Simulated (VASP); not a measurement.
# Ta3SiO4 (Pm-3m) in VASP: a series of runs

One crystal, Ta3SiO4, is run at these levels: PBE; tasks: single point, relaxation of cell and atoms.

Everything below comes from runs of VASP 6.6.1. Logs are shortened: lines on timing, memory, paths and dates and some standing lists are left out, and cuts for length are marked.

## Step 1: The cell of the first run

The structure is cubic, space group Pm-3m (No. 221). Conventional cell: a = 4.502 Å, b = 4.502 Å, c = 4.502 Å, α = 90.00°, β = 90.00°, γ = 90.00°. Around Ta (site symmetry 4/mmm) lie 6 O at 2.25 Å. Si (site symmetry m-3m) has 6 O at 2.25 Å as nearest neighbours. Around O (site symmetry 4/mmm) lie 4 Ta at 2.25 Å and 2 Si at 2.25 Å. O (site symmetry m-3m) has 6 Ta at 2.25 Å as nearest neighbours.

The cell was built by a generator and needn't be a form met in nature.

## Step 2: Single point, PBE (species swapped into the Mg3CuO4 type (Pm-3m, No. 221))

INCAR

```
SYSTEM = Ta3SiO4
PREC = Accurate
ENCUT = 520
EDIFF = 1E-6
ISMEAR = 0
SIGMA = 0.1
LREAL = .FALSE.
LASPH = .TRUE.
NELM = 100
ALGO = Fast
ISIF = 2
LWAVE = .FALSE.
LCHARG = .TRUE.
GGA = PE
LELF = .TRUE.
LVHAR = .TRUE.
NBANDS = 40
```

KPOINTS

```
regular mesh
0
G
  8 8 8
  0 0 0
```

POSCAR

```
Ta3SiO4
1.0
    4.5023585279      0.0000000000      0.0000000000
    0.0000000000      4.5023585279      0.0000000000
    0.0000000000      0.0000000000      4.5023585279
Ta Si O
3 1 4
Direct
    0.0000000000      0.5000000000      0.5000000000
    0.5000000000      0.0000000000      0.5000000000
    0.5000000000      0.5000000000      0.0000000000
    0.0000000000      0.0000000000      0.0000000000
    0.5000000000      0.0000000000      0.0000000000
    0.5000000000      0.5000000000      0.5000000000
    0.0000000000      0.0000000000      0.5000000000
    0.0000000000      0.5000000000      0.0000000000
```

Potentials or basis: VASP PAW PBE potentials, release 64 (Ta_pv, Si, O).

Run with:

```console
$ cat potpaw_PBE.64/Ta_pv/POTCAR potpaw_PBE.64/Si/POTCAR potpaw_PBE.64/O/POTCAR > POTCAR
$ mpirun -np 1 vasp_std > vasp.out
```

OUTCAR:

```text
SYSTEM = Ta3SiO4
   PREC = Accurate
   ENCUT = 520
   EDIFF = 1E-6
   ISMEAR = 0
   LREAL = .FALSE.
   LASPH = .TRUE.
   NELM = 100
   ISIF = 2
   GGA = PE

 ion  position               nearest neighbor table
   1  0.000  0.500  0.500-   6 2.25   7 2.25   8 2.25   8 2.25   7 2.25   6 2.25   3 3.18   4 3.18
                             2 3.18   2 3.18   4 3.18   3 3.18   4 3.18   2 3.18   3 3.18   4 3.18
   2  0.500  0.000  0.500-   5 2.25   6 2.25   7 2.25   5 2.25   6 2.25   7 2.25   3 3.18   4 3.18
                             1 3.18   1 3.18   3 3.18   3 3.18   3 3.18   1 3.18   4 3.18   4 3.18
   3  0.500  0.500  0.000-   5 2.25   6 2.25   8 2.25   6 2.25   5 2.25   8 2.25   1 3.18   2 3.18
                             1 3.18   2 3.18   4 3.18   2 3.18   2 3.18   1 3.18   4 3.18   4 3.18
   4  0.000  0.000  0.000-   5 2.25   7 2.25   8 2.25   7 2.25   8 2.25   5 2.25   1 3.18   2 3.18
                             1 3.18   1 3.18   3 3.18   2 3.18   1 3.18   2 3.18   3 3.18   3 3.18
   5  0.500  0.000  0.000-   2 2.25   3 2.25   4 2.25   2 2.25   3 2.25   4 2.25
   6  0.500  0.500  0.500-   1 2.25   2 2.25   3 2.25   3 2.25   2 2.25   1 2.25
   7  0.000  0.000  0.500-   1 2.25   2 2.25   4 2.25   4 2.25   1 2.25   2 2.25
   8  0.000  0.500  0.000-   1 2.25   3 2.25   4 2.25   1 2.25   4 2.25   3 2.25

  LATTYP: Found a simple cubic cell.
 ALAT       =     4.5023585279

  Lattice vectors:

 A1 = (   4.5023585279,   0.0000000000,   0.0000000000)
 A2 = (   0.0000000000,   4.5023585279,   0.0000000000)
 A3 = (   0.0000000000,   0.0000000000,   4.5023585279)

Analysis of symmetry for initial positions (statically):
=====================================================================
 Subroutine PRICEL returns:
 Original cell was already a primitive cell.

 Routine SETGRP: Setting up the symmetry group for a
 simple cubic supercell.

 Subroutine GETGRP returns: Found 48 space group operations
 (whereof 48 operations were pure point group operations)
 out of a pool of 48 trial point group operations.

The static configuration has the point symmetry O_h .

Analysis of symmetry for dynamics (positions and initial velocities):
=====================================================================
 Subroutine PRICEL returns:
 Original cell was already a primitive cell.

 Routine SETGRP: Setting up the symmetry group for a
 simple cubic supercell.

 Subroutine GETGRP returns: Found 48 space group operations
 (whereof 48 operations were pure point group operations)
 out of a pool of 48 trial point group operations.

The dynamic configuration has the point symmetry O_h .

 Subroutine INISYM returns: Found 48 space group operations
 (whereof 48 operations are pure point group operations),
 and found     1 'primitive' translations
[... 120 lines left out ...]
   EMIN   =  10.00;   EMAX   =-10.00  energy-range for DOS
   EFERMI =   0.00;   METHOD = LEGACY
   ISMEAR =     0;   SIGMA  =   0.10  broadening in eV -4-tet -1-fermi 0-gaus
   EFERMI_NEDOS =   21; number of points for ismear=-14 and -15
   IALGO  =     68    algorithm
   IMIX   =      4    mixing-type and parameters
     AMIX     =   0.40;   BMIX     =  1.00
     AMIX_MAG =   1.60;   BMIX_MAG =  1.00
  volume/ion in A,a.u.               =      11.41        76.99
  Fermi-wavevector in a.u.,A,eV,Ry     =   1.431346  2.704852 27.874964  2.048752
  Thomas-Fermi vector in A             =   2.551093
   LORBIT       =      0    0 simple, 1 ext, 2 COOP (PROOUT), +10 PAW based schemes
   GGA     = PE    functional components
   LHFCALC =     F    Hartree Fock is set to
   AEXX    =    0.0000 exact exchange contribution
   IVDW    =     0    specifies the selected vdW correction
   LEPSILON=     F    determine dielectric tensor
   LRPA    =     F    only Hartree local field effects (RPA)
 non-spin polarized calculation
 RMM-DIIS sequential band-by-band and
 Gauss-broadening in eV      SIGMA  =   0.10
  energy-cutoff  :      520.00
  volume of cell :       91.27
 maximum number of plane-waves:      2517
 NGX is ok and might be reduce to    36
   NGX = 17   NGY = 17   NGZ = 17

 number of electron      60.9999993 magnetization

 Free energy of the ion-electron system (eV)
  ---------------------------------------------------
  ext. energy  EPLUGINS =         0.00000000
  ---------------------------------------------------
  free energy    TOTEN  =       -66.12296862 eV

  energy without entropy =      -66.09680730  energy(sigma->0) =      -66.10988796

 E-fermi :   8.8489     XC(G=0): -12.5851

 val. band max:        8.8467564991   @ k =   0.2500   0.1250   0.0000
 cond. band min:       8.8753353918   @ k =   0.5000   0.5000   0.1250
 fundamental gap:      0.0285788926
 Fermi energy:         8.8489316214

 k-point     1 :       0.0000    0.0000    0.0000
  band No.  band energies     occupation
      1     -27.5874      2.00000
      2     -27.5874      2.00000
      3     -27.5874      2.00000
      4     -27.3065      2.00000
      5     -27.3065      2.00000
      6     -27.3065      2.00000
[... 1021 lines left out ...]
     39      11.6530      0.00000
     40      11.7359      0.00000

 [... further k-points ...]

------------------------ aborting loop because EDIFF is reached ----------------------------------------

  FORCE on cell =-STRESS in cart. coord.  units (eV):
  Direction    XX          YY          ZZ          XY          YZ          ZX
  --------------------------------------------------------------------------------------
  -------------------------------------------------------------------------------------
  Total        0.1997407      0.1997407      0.1997407     -0.0000000     -0.0000000      0.0000000
  in kB        3.5063641      3.5063641      3.5063641     -0.0000000     -0.0000000      0.0000000
  external PRESSURE =       3.5063641 kB  Pullay stress =       0.0000000 kB

 VOLUME and BASIS-vectors are now :
 -----------------------------------------------------------------------------
  energy-cutoff  :      520.00
  volume of cell :       91.27
      direct lattice vectors                 reciprocal lattice vectors
     4.502358528  0.000000000  0.000000000     0.222105813  0.000000000  0.000000000
     0.000000000  4.502358528  0.000000000     0.000000000  0.222105813  0.000000000
     0.000000000  0.000000000  4.502358528     0.000000000  0.000000000  0.222105813

 POSITION                                       TOTAL-FORCE (eV/Angst)
 -----------------------------------------------------------------------------------
      0.00000      2.25118      2.25118         0.000000      0.000000      0.000000
      2.25118      0.00000      2.25118         0.000000      0.000000      0.000000
      2.25118      2.25118      0.00000         0.000000      0.000000      0.000000
      0.00000      0.00000      0.00000         0.000000      0.000000      0.000000
      2.25118      0.00000      0.00000         0.000000      0.000000      0.000000
      2.25118      2.25118      2.25118         0.000000      0.000000      0.000000
      0.00000      0.00000      2.25118         0.000000      0.000000      0.000000
      0.00000      2.25118      0.00000         0.000000      0.000000      0.000000
 -----------------------------------------------------------------------------------
    total drift:                                0.000000      0.000000      0.000000

  FREE ENERGIE OF THE ION-ELECTRON SYSTEM (eV)
  ---------------------------------------------------
  free  energy   TOTEN  =       -66.1229686244 eV

  energy  without entropy=      -66.0968072997  energy(sigma->0) =      -66.10988796
```

stdout:

```text
POSCAR found type information on POSCAR TaSiO
 POSCAR found :  3 types and       8 ions
 scaLAPACK will be used
 LDA part: xc-table for (Slater+PW92), standard interpolation
 POSCAR, INCAR and KPOINTS ok, starting setup
 FFT: planning ... GRIDC
 FFT: planning ... GRID_SOFT
 FFT: planning ... GRID
 WAVECAR not read
 entering main loop
```

It took 78 s on 1 thread of Intel Xeon 6975P-C (Granite Rapids), shared host; peak memory 0.26 GiB.

Results:

| Property | Result |
| --- | --- |
| Free energy | -66.1230 eV |
| Pressure | 0.4 GPa |
| Band gap on the k mesh | none (metal or under the smearing width) |

Levels at points of the mesh, in eV from the Fermi level:
| k point | band 29 | band 30 | band 31 | band 32 | band 33 | band 34 |
| --- | --- | --- | --- | --- | --- | --- |
| (0.00, 0.00, 0.00) | -4.21 | -0.65 | -0.58 | -0.58 | -0.58 | 0.51 |
| (0.50, 0.00, 0.00) | -0.85 | -0.85 | -0.63 | -0.35 | -0.35 | 0.96 |
| (0.50, 0.50, 0.00) | -0.26 | -0.26 | -0.21 | -0.21 | 0.36 | 0.66 |
| (0.50, 0.50, 0.50) | -0.01 | 0.57 | 0.57 | 0.57 | 0.85 | 1.35 |

Caveat: an odd number of electrons without spin polarisation forces a metal; a magnetic or distorted state may lie lower.

## Step 3: Relaxation of cell and atoms, PBE (species swapped into the Mg3CuO4 type (Pm-3m, No. 221))

INCAR

```
SYSTEM = Ta3SiO4
PREC = Accurate
ENCUT = 600
EDIFF = 1E-7
ISMEAR = 0
SIGMA = 0.1
LREAL = .False.
LASPH = .True.
NELM = 100
ALGO = Fast
ISIF = 3
LWAVE = .False.
LCHARG = .False.
GGA = PE
IBRION = 2
NSW = 100
EDIFFG = -0.01
```

KPOINTS

```
regular mesh
0
Gamma
  8 8 8
  0 0 0
```

Edit POSCAR of step 2 so:

```diff
@@ -2,5 +2,5 @@
 1.0
-    4.5023585279      0.0000000000      0.0000000000
-    0.0000000000      4.5023585279      0.0000000000
-    0.0000000000      0.0000000000      4.5023585279
+    4.5130348583      0.0000000000      0.0000000000
+    0.0000000000      4.5130348583      0.0000000000
+    0.0000000000      0.0000000000      4.5130348583
 Ta Si O
```

Potentials or basis: VASP PAW PBE potentials, release 64 (Ta_pv, Si, O).

Run with:

```console
$ cat potpaw_PBE.64/Ta_pv/POTCAR potpaw_PBE.64/Si/POTCAR potpaw_PBE.64/O/POTCAR > POTCAR
$ mpirun -np 1 vasp_std > vasp.out
```

OUTCAR:

```text
SYSTEM = Ta3SiO4
   PREC = Accurate
   ENCUT = 600
   EDIFF = 1E-7
   ISMEAR = 0
   LREAL = .False.
   LASPH = .True.
   NELM = 100
   ISIF = 3
   GGA = PE
   IBRION = 2
   NSW = 100
   EDIFFG = -0.01

 ion  position               nearest neighbor table
   1  0.000  0.500  0.500-   6 2.26   7 2.26   8 2.26   8 2.26   7 2.26   6 2.26   3 3.19   4 3.19
                             2 3.19   2 3.19   4 3.19   3 3.19   4 3.19   2 3.19   3 3.19   4 3.19
   2  0.500  0.000  0.500-   5 2.26   6 2.26   7 2.26   5 2.26   6 2.26   7 2.26   3 3.19   4 3.19
                             1 3.19   1 3.19   3 3.19   3 3.19   3 3.19   1 3.19   4 3.19   4 3.19
   3  0.500  0.500  0.000-   5 2.26   6 2.26   8 2.26   6 2.26   5 2.26   8 2.26   1 3.19   2 3.19
                             1 3.19   2 3.19   4 3.19   2 3.19   2 3.19   1 3.19   4 3.19   4 3.19
   4  0.000  0.000  0.000-   5 2.26   7 2.26   8 2.26   7 2.26   8 2.26   5 2.26   1 3.19   2 3.19
[... 298 lines left out ...]

 E-fermi :   8.8343     XC(G=0): -12.5793

 val. band max:        8.8285837681   @ k =   0.2500   0.1250   0.0000
 cond. band min:       8.8611396322   @ k =   0.5000   0.5000   0.1250
 fundamental gap:      0.0325558641
 Fermi energy:         8.8343338356

 k-point     1 :       0.0000    0.0000    0.0000
  band No.  band energies     occupation
      1     -27.6003      2.00000
      2     -27.6003      2.00000
      3     -27.6003      2.00000
      4     -27.3208      2.00000
      5     -27.3208      2.00000
      6     -27.3208      2.00000
[... 925 lines left out ...]
     35      10.0617      0.00000
     36      10.0667      0.00000

 [... further k-points ...]

------------------------ aborting loop because EDIFF is reached ----------------------------------------

  FORCE on cell =-STRESS in cart. coord.  units (eV):
  Direction    XX          YY          ZZ          XY          YZ          ZX
  --------------------------------------------------------------------------------------
  -------------------------------------------------------------------------------------
  Total       -0.0004696     -0.0004696     -0.0004696      0.0000000     -0.0000000      0.0000000
  in kB       -0.0082340     -0.0082340     -0.0082340      0.0000000     -0.0000000      0.0000000
  external PRESSURE =      -0.0082340 kB  Pullay stress =       0.0000000 kB
[... 23 lines left out ...]
  FREE ENERGIE OF THE ION-ELECTRON SYSTEM (eV)
  ---------------------------------------------------
  free  energy   TOTEN  =       -66.1351540653 eV

  energy  without entropy=      -66.1089205273  energy(sigma->0) =      -66.12203730

 reached required accuracy - stopping structural energy minimisation
```

Run time: 3.6 min. Hardware: 1 thread of Intel Xeon 6975P-C (Granite Rapids), shared host; peak memory 0.29 GiB.

What came out:

- Free energy: -66.1352 eV
- Relaxed volume: 11.42 Å³/atom
- Relaxed cell: a = 4.504 Å, b = 4.504 Å, c = 4.504 Å, α = 90.00°, β = 90.00°, γ = 90.00°
- Space group after relaxing (to 0.05 Å): Pm-3m (No. 221)
- Energy gained by relaxing: 0.3 meV/atom
- Ionic steps: 3
- Pressure after relaxing: 0.0 GPa
- Band gap on the k mesh: none (metal or under the smearing width)

Step by step:
```
step  energy change (eV)  largest force (eV/Å)  pressure (GPa)  volume (Å³)
   1              0.0000                0.0000           -1.15        91.92
   2              0.0000                0.0000            1.18        90.82
   3             -0.0020                0.0000            0.00        91.37
```

Final structure:
```cif
data_structure
_symmetry_space_group_name_H-M 'P 1'
_symmetry_Int_Tables_number 1
_cell_length_a 4.5040
_cell_length_b 4.5040
_cell_length_c 4.5040
_cell_angle_alpha 90.000
_cell_angle_beta 90.000
_cell_angle_gamma 90.000
_cell_volume 91.37
loop_
_atom_site_label
_atom_site_type_symbol
_atom_site_fract_x
_atom_site_fract_y
_atom_site_fract_z
_atom_site_occupancy
Ta1 Ta 0.00000 0.50000 0.50000 1
Ta2 Ta 0.50000 0.00000 0.50000 1
Ta3 Ta 0.50000 0.50000 0.00000 1
Si1 Si 0.00000 0.00000 0.00000 1
O1 O 0.50000 0.00000 0.00000 1
O2 O 0.50000 0.50000 0.50000 1
O3 O 0.00000 0.00000 0.50000 1
O4 O 0.00000 0.50000 0.00000 1
```

Caveat: an odd number of electrons without spin polarisation forces a metal; a magnetic or distorted state may lie lower.

## Step 4: Single point, PBE (species swapped into the Mg3CuO4 type (Pm-3m, No. 221))

INCAR

```
ALGO = Fast
EDIFF = 1E-7
ENCUT = 520
GGA = PE
ISIF = 2
ISMEAR = 0
LASPH = True
LCHARG = False
LREAL = False
LWAVE = False
NBANDS = 40
NELM = 100
PREC = Accurate
SIGMA = 0.1
```

KPOINTS

```
k-points
0
Gamma
  4 4 4
```

POSCAR is that of step 3.

Run with:

```console
$ cat potpaw_PBE.64/Ta_pv/POTCAR potpaw_PBE.64/Si/POTCAR potpaw_PBE.64/O/POTCAR > POTCAR
$ mpirun -np 1 vasp_std > vasp.out
```

Run time: 28 s. Hardware: 1 thread of Intel Xeon 6975P-C (Granite Rapids), shared host; peak memory 0.21 GiB.

Results (log left out):

- Free energy: -65.8787 eV
- Pressure: 0.4 GPa
- Band gap on the k mesh: none (metal or under the smearing width)

Levels at points of the mesh, in eV from the Fermi level:
```tsv
k point	band 26	band 27	band 28	band 29	band 30	band 31	band 32	band 33	band 34	band 35
(0.00, 0.00, 0.00)	-5.78	-4.05	-4.05	-4.05	-0.54	-0.47	-0.47	-0.47	0.60	0.60
(0.50, 0.00, 0.00)	-3.52	-2.62	-1.48	-0.73	-0.73	-0.51	-0.22	-0.22	1.06	1.14
(0.50, 0.50, 0.00)	-1.05	-0.55	-0.17	-0.14	-0.14	-0.06	-0.06	0.47	0.74	1.13
(0.50, 0.50, 0.50)	-0.22	-0.22	-0.22	0.14	0.69	0.69	0.69	0.95	1.44	1.44
```

Caveat: an odd number of electrons without spin polarisation forces a metal; a magnetic or distorted state may lie lower. The run has no spin-orbit coupling, so splittings on Ta are missing.

## Step 5: Relaxation of cell and atoms, PBE (species swapped into the Mg3CuO4 type (Pm-3m, No. 221))

INCAR

```
SYSTEM = Ta3SiO4
PREC     = Accurate       ! precision mode
ENCUT    = 600            ! plane-wave cutoff, eV
EDIFF    = 1E-6           ! SCF threshold, eV
ISMEAR   = 0              ! smearing method
SIGMA    = 0.1            ! smearing width, eV
LREAL    = .FALSE.        ! projectors in reciprocal space
LASPH    = .TRUE.         ! aspherical terms in the spheres
NELM     = 100            ! most SCF steps
ALGO     = Normal         ! electronic algorithm
ISIF     = 3              ! what is computed and relaxed
LWAVE    = .FALSE.        ! write WAVECAR
LCHARG   = .FALSE.        ! write CHGCAR
GGA      = PE             ! functional
IBRION   = 2              ! ionic algorithm
NSW      = 90             ! ionic steps
EDIFFG   = -0.04          ! ionic threshold
```

KPOINTS

```
regular mesh
0
G
  4 4 4
  0 0 0
```

Edit POSCAR of step 4 so:

```diff
@@ -2,5 +2,5 @@
 1.0
-    4.5130348583      0.0000000000      0.0000000000
-    0.0000000000      4.5130348583      0.0000000000
-    0.0000000000      0.0000000000      4.5130348583
+    4.3506186000      0.0000000000      0.0000000000
+    0.0000000000      4.3506186000      0.0000000000
+    0.0000000000      0.0000000000      4.3506186000
 Ta Si O
```

Run with:

```console
$ cat potpaw_PBE.64/Ta_pv/POTCAR potpaw_PBE.64/Si/POTCAR potpaw_PBE.64/O/POTCAR > POTCAR
$ mpirun -np 1 vasp_std > vasp.out
```

Wall time 56 s (1 thread of Intel Xeon 6975P-C (Granite Rapids), shared host); peak memory 0.22 GiB.

The run converged. Its results:

| Property | Result |
| --- | --- |
| Free energy | -65.8726 eV |
| Relaxed volume | 11.52 Å³/atom |
| Relaxed cell | a = 4.517 Å, b = 4.517 Å, c = 4.517 Å, α = 90.00°, β = 90.00°, γ = 90.00° |
| Space group after relaxing (to 0.05 Å) | Pm-3m (No. 221) |
| Energy gained by relaxing | 91.8 meV/atom |
| Ionic steps | 3 |
| Pressure after relaxing | -0.1 GPa |
| Band gap on the k mesh | none (metal or under the smearing width) |

Step by step:
| step | energy change (eV) | largest force (eV/Å) | pressure (GPa) | volume (Å³) |
| --- | --- | --- | --- | --- |
| 1 | 0.0000 | 0.0000 | 27.06 | 82.35 |
| 2 | 0.1353 | 0.0000 | -18.93 | 104.86 |
| 3 | -0.7345 | 0.0000 | -0.11 | 92.15 |

Final structure:
```xyz
8
Lattice="4.5168 0.0000 0.0000 0.0000 4.5168 0.0000 0.0000 0.0000 4.5168" Properties=species:S:1:pos:R:3 pbc="T T T"
Ta    0.0000    2.2584    2.2584
Ta    2.2584    0.0000    2.2584
Ta    2.2584    2.2584    0.0000
Si    0.0000    0.0000    0.0000
O     2.2584    0.0000    0.0000
O     2.2584    2.2584    2.2584
O     0.0000    0.0000    2.2584
O     0.0000    2.2584    0.0000
```

Levels at points of the mesh, in eV from the Fermi level:
```tsv
k point	band 28	band 29	band 30	band 31	band 32	band 33
(0.00, 0.00, 0.00)	-4.03	-4.03	-0.55	-0.47	-0.47	-0.47
(0.50, 0.00, 0.00)	-1.47	-0.72	-0.72	-0.52	-0.22	-0.22
(0.50, 0.50, 0.00)	-0.17	-0.14	-0.14	-0.06	-0.06	0.46
(0.50, 0.50, 0.50)	-0.22	0.13	0.68	0.68	0.68	0.95
```

Caveat: the k mesh is coarse (spacing up to 0.36 Å⁻¹), so the values aren't converged; an odd number of electrons without spin polarisation forces a metal; a magnetic or distorted state may lie lower. Spin-orbit coupling is left out, which matters for the levels of Ta.

## Step 6: The runs side by side

| task | cell | k mesh | cutoff (eV) | mesh quality | gap on the mesh (eV) | pressure (GPa) | relaxed volume (Å³/atom) |
| --- | --- | --- | --- | --- | --- | --- | --- |
| single point | species swapped into the Mg3CuO4 type (Pm-3m, No. 221) | 8 × 8 × 8 | 520 | not flagged | none | 0.4 | - |
| relaxation of cell and atoms | relaxed from: species swapped into the Mg3CuO4 type (Pm-3m, No. 221) | 8 × 8 × 8 | 600 | not flagged | none | 0.0 | 11.42 |
| single point | species swapped into the Mg3CuO4 type (Pm-3m, No. 221) | 4 × 4 × 4 | 520 | not flagged | none | 0.4 | - |
| relaxation of cell and atoms | relaxed from: species swapped into the Mg3CuO4 type (Pm-3m, No. 221) | 4 × 4 × 4 | 600 | coarse | none | -0.1 | 11.52 |

Alike in all rows: level PBE; potentials or basis VASP PAW PBE potentials, release 64 (Ta_pv, Si, O); no spin polarisation; smearing gaussian 0.1 eV.

Caveats: some runs use coarse meshes; an odd number of electrons without spin polarisation forces a metal; a magnetic or distorted state may lie lower.

Total energies depend on the potentials used, so only differences within one code and one set of settings carry meaning.
